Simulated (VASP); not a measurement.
Input:

```xyz
4
Lattice="4.1630 2.0746 2.0746 2.0746 4.1630 2.0746 2.0746 2.0746 4.1630" Properties=species:S:1:pos:R:3 pbc="T T T"
Ni     0.0000     0.0000     0.0000
Ni     4.1561     4.1561     4.1561
O      2.0781     2.0781     2.0781
O      6.2342     6.2342     6.2342
```
Starting moments (μB, in the order of the record's atoms Ni Ni O O): 1.4 -1.4 0.0 0.0.

Level of theory: TPSS meta-GGA, VASP's PBE PAW potentials (set 64) (plane waves; VASP). Settings: 520 eV cut-off, 10×10×10 Γ-centred mesh, tetrahedra with Blöchl corrections, potentials Ni O.

The cores are frozen, which limits the accuracy of field gradients.

Problem. Give the principal components of the electric field gradient (V/Å²) and the asymmetry η at each nucleus.

Solution. 
```json
[
 {"atom": "Ni1", "Vxx": "-0.2", "Vyy": "-0.2", "Vzz": "0.4", "η": "-"},
 {"atom": "Ni2", "Vxx": "-0.2", "Vyy": "-0.2", "Vzz": "0.4", "η": "-"},
 {"atom": "O3", "Vxx": "2.1", "Vyy": "2.1", "Vzz": "-4.1", "η": "0.00"},
 {"atom": "O4", "Vxx": "2.1", "Vyy": "2.1", "Vzz": "-4.1", "η": "0.00"}
]
```

The compound is NiO in the rock salt, AFM-II order structure. It was relaxed first.
